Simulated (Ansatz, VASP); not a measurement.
# Cs15K8Li18F41 in two plane-wave programs, part 3 of 3

Aim: how closely do two programs agree when they are given the same cell, functional and k mesh? Of the first pair: The structure shown is the start of the Ansatz relaxation below; VASP solves that cell, so the two are compared at the walk's first step.

VASP 6.6.1 and Ansatz 0.2.0.

So far. Step 3 (VASP: single point, RPBE, start cell, pair 1): The run ends at a pressure of -1.72 GPa, with forces up to 1.6 eV/Å.

**6. VASP: single point, RPBE, relaxed cell, pair 2**

Level of this step: RPBE; plane waves and PAW (Cs_sv, K_sv, Li_sv, F) (VASP).

The same cell, functional, mesh and smearing now go to VASP, with its own data sets.

The input, INCAR:

```
SYSTEM = Cs15K8Li18F41
PREC = Accurate
ENCUT = 750
EDIFF = 1E-06
NELM = 120
ISMEAR = 0
SIGMA = 0.025
LREAL = Auto
ALGO = Normal
GGA = RP
NBANDS = 336
LORBIT = 11
LWAVE = .FALSE.
LCHARG = .FALSE.
ISIF = 2
LASPH = .TRUE.
GGA_COMPAT = .FALSE.
EFERMI = MIDGAP
NCORE = 2
```

The input, POSCAR:

```
Cs15K8Li18F41
1.0
   13.3733440000      0.0720950000      0.2209010000
    0.0720950000     12.2074250000     -0.7545940000
    0.2209010000     -0.7545940000     12.1461550000
Cs K Li F
15 8 18 41
Direct
    0.3736800000      0.4665700000      0.2639200000
    0.8572700000      0.1144700000      0.7043200000
    0.7270800000      0.3119100000      0.9787400000
    0.9392100000      0.1896400000      0.2830700000
    0.2775500000      0.0601500000      0.2525000000
    0.7673400000      0.4904900000      0.6438500000
    0.6207100000      0.6423400000      0.4044800000
    0.2325500000      0.1683800000      0.5834100000
    0.3819700000      0.6123800000      0.6053800000
    0.0002400000      0.8022300000      0.6833000000
    0.0758800000      0.8775600000      0.0620200000
    0.2995100000      0.2154100000      0.9118300000
    0.2577700000      0.5811400000      0.9405100000
    0.5308300000      0.2309000000      0.4758700000
    0.1822200000      0.7563200000      0.3779100000
    0.5633300000      0.5665800000      0.8693700000
    0.8991000000      0.8193700000      0.2930200000
    0.9822200000      0.5141800000      0.1573200000
    0.6698300000      0.9419000000      0.1839300000
    0.9918600000      0.5333800000      0.8278400000
    0.7581600000      0.8406200000      0.8796500000
    0.4356000000      0.7694300000      0.1654700000
    0.5483200000      0.0506600000      0.7021400000
    0.8579000000      0.0529500000      0.0257300000
    0.5793600000      0.0527900000      0.9669700000
    0.0285300000      0.1035000000      0.9219400000
    0.6111300000      0.9385000000      0.4501000000
    0.7769200000      0.9140600000      0.5261000000
    0.6108900000      0.8043500000      0.6730300000
    0.1257900000      0.5203100000      0.6148200000
    0.5052700000      0.3027000000      0.8110200000
    0.1383300000      0.3714300000      0.3631100000
    0.6792100000      0.6168000000      0.1214000000
    0.0677000000      0.2701800000      0.0570400000
    0.0121700000      0.5360100000      0.4529000000
    0.4258000000      0.8758200000      0.4434500000
    0.8318300000      0.6449500000      0.0083500000
    0.0560600000      0.3010400000      0.7924500000
    0.0099200000      0.0197700000      0.4550800000
    0.4870700000      0.8549000000      0.9278200000
    0.0082700000      0.3179200000      0.5800300000
    0.6856800000      0.0520400000      0.5336600000
    0.5112200000      0.4443300000      0.4301200000
    0.4322400000      0.7248800000      0.9370500000
    0.5718000000      0.8915900000      0.8198700000
    0.0827500000      0.3697500000      0.9421100000
    0.9738100000      0.6308500000      0.3517500000
    0.1316900000      0.1228200000      0.0310400000
    0.9860600000      0.5743100000      0.6073700000
    0.5902400000      0.6529100000      0.6698600000
    0.4222100000      0.4129500000      0.8956800000
    0.5316800000      0.8676600000      0.5561400000
    0.4046600000      0.7228700000      0.3848200000
    0.9186500000      0.9297200000      0.5100300000
    0.9389400000      0.9776000000      0.8987100000
    0.0816500000      0.1504700000      0.7915800000
    0.8651900000      0.9857600000      0.1563800000
    0.1639200000      0.5191400000      0.4548100000
    0.7249500000      0.7450200000      0.0764400000
    0.9270300000      0.3347800000      0.7242900000
    0.7162800000      0.0560700000      0.9954400000
    0.2411900000      0.7422400000      0.1470800000
    0.5153000000      0.9578600000      0.3457500000
    0.1746600000      0.6304800000      0.7238900000
    0.7892000000      0.5265100000      0.0958300000
    0.4316700000      0.2204600000      0.6920000000
    0.6306900000      0.3602900000      0.7757700000
    0.7488900000      0.8516000000      0.6570700000
    0.5313400000      0.1721700000      0.9047800000
    0.1204300000      0.3770000000      0.6704100000
    0.3053400000      0.9550500000      0.4645900000
    0.9694000000      0.6683700000      0.0240900000
    0.8045300000      0.6212700000      0.8575500000
    0.0102000000      0.1606800000      0.5224100000
    0.2546900000      0.2799000000      0.3635500000
    0.5009300000      0.9609700000      0.0482100000
    0.0905600000      0.3459000000      0.2016900000
    0.7230400000      0.8544400000      0.3871600000
    0.0002800000      0.3783400000      0.4417100000
    0.9296500000      0.1949300000      0.0254600000
    0.0677000000      0.9685400000      0.3213600000
    0.5539600000      0.5889500000      0.1593300000
```

The input, KPOINTS:

```
Automatic mesh
0
Gamma
1 1 1
0 0 0
```

The projector-augmented-wave data sets are Cs_sv, K_sv, Li_sv and F (PBE family, release 64).

Started as:

```
> mpirun -np 8 vasp_gam
```

Numbers of over 12 decimals in the logs are rounded to 6 here.

What it wrote:

```text
[banner, memory and clock lines left out]
running    8 mpi-ranks, on    1 nodes
[...]
[... a notice as in an earlier step ...]

 LDA part: xc-table for (Slater+PW92), standard interpolation
 POSCAR, INCAR and KPOINTS ok, starting setup
[...]
entering main loop
       N       E                     dE             d eps       ncg     rms          rms(c)
DAV:   1     0.772995723410E+04    0.77300E+04   -0.34934E+05   672   0.211E+03
DAV:   2     0.590998433994E+03   -0.71390E+04   -0.68363E+04   848   0.491E+02
DAV:   3    -0.340948409641E+03   -0.93195E+03   -0.92721E+03   800   0.179E+02
DAV:   4    -0.392501528808E+03   -0.51553E+02   -0.51341E+02  1008   0.407E+01
[...]
DAV:  20    -0.340065811702E+03    0.30219E-05   -0.12724E-05   712   0.978E-03    0.351E-03
DAV:  21    -0.340065809529E+03    0.21727E-05   -0.26732E-06   576   0.728E-03    0.220E-03
DAV:  22    -0.340065809263E+03    0.26562E-06   -0.37608E-06   640   0.500E-03
   1 F= -.34006581E+03 E0= -.34006581E+03  d E =0.000000E+00
```

Parts of OUTCAR (step 6):

```text
  Total       -1.9865414     -1.3977262     -1.4901596      0.0139868     -0.3696996      0.0303193
  in kB       -1.6118569     -1.1340990     -1.2090984      0.0113488     -0.2999700      0.0246007
  external PRESSURE =      -1.3183515 kB  Pullay stress =       0.0000000 kB

 POSITION                                       TOTAL-FORCE (eV/Angst)
 -----------------------------------------------------------------------------------
      5.08929      5.52341      2.93609        -0.017452      0.005545     -0.017686
     11.62840      0.92771      8.65777        -0.007798     -0.017139     -0.005046
      9.96218      3.12149     11.81318         0.000636     -0.020427      0.013294
     12.63658      2.16913      3.50258         0.001720     -0.006417      0.011026
      3.77189      0.56375      3.08283         0.011446     -0.017792     -0.008498
     10.43949      5.55710      7.61969         0.025596     -0.008376     -0.016040
[...]
7.22074      2.49788      5.72302         0.007546     -0.039303      0.016655
      2.57490      8.96069      4.05969        -0.016254     -0.000833      0.014398
      7.76650      6.30107     10.25641         0.005780     -0.003355      0.011534
     12.14777      9.84611      3.13939         0.008085      0.001232     -0.008387
     13.20739      6.22891      1.73981        -0.004749     -0.004488      0.000135
      9.06640     11.40767      1.67126         0.011715      0.012337      0.002736
     13.48581      5.95802      9.87169         0.014148     -0.014304     -0.002958
[...]
-----------------------------------------------------------------------------------
    total drift:                               -0.045414      0.038256     -0.078747

  FREE ENERGIE OF THE ION-ELECTRON SYSTEM (eV)
  ---------------------------------------------------
  free  energy   TOTEN  =      -340.0658092634 eV

  energy  without entropy=     -340.0658092634  energy(sigma->0) =     -340.06580926

[... 1 part as in an earlier step ...]

[... 2 further parts left out ...]
[key lines of the parts left out:]
E-fermi :  -0.2093
```

The run ends at a pressure of -0.13 GPa, with forces up to 0.043 eV/Å.

**7. Side by side**

What differs besides the data sets and the points named for the pairs above, as far as they apply: the cutoff is 420 eV in Ansatz and 750 eV in VASP (PREC = Accurate, projectors in real space). Total energies have different zeros and are not compared.

The two programs side by side:

| quantity | Ansatz | VASP | difference |
| --- | --- | --- | --- |
| pressure (GPa) | 0.00 | -0.13 | +0.13 |
| gap on the k mesh (eV) | 4.514 | 4.500 | +0.014 |

At this near-relaxed geometry the largest component of a force difference is 37 meV/Å. A gap on the mesh is an upper bound, since the band edges may lie between its points.

**8. Results**

```json
{"r.m.s. force difference (single point, RPBE, start cell, pair 1)": "3.1 % of the r.m.s. force", "difference in gap on the k mesh (single point, RPBE, relaxed cell, pair 2)": "0.014 eV", "r.m.s. force difference (single point, RPBE, relaxed cell, pair 2)": "9.8 meV/Å"}
```

**Reading.** The r.m.s. force difference is 3.1 % of the r.m.s. force (single point, RPBE, start cell, pair 1), at about the 3 % picked in this series as the mark of a large difference. What causes the difference of the single point, RPBE, start cell, pair 1 pair stays open here. Such differences can come from data sets, numerical settings and the points named under the comparisons, not from the functional's error against experiment.

[Lines on the potential files, build, host, timing and source positions are cut from VASP's logs without a mark.]

[Logs are printed without paths, hosts, clocks, repeated set-up lines and the standing remarks that a program may print on its own settings, such as how far it seeks lower states.]

[Hosts, paths, dates, database ids (printed as entryN), source tags and the programs' standing remarks are cut or masked in the printed files.]
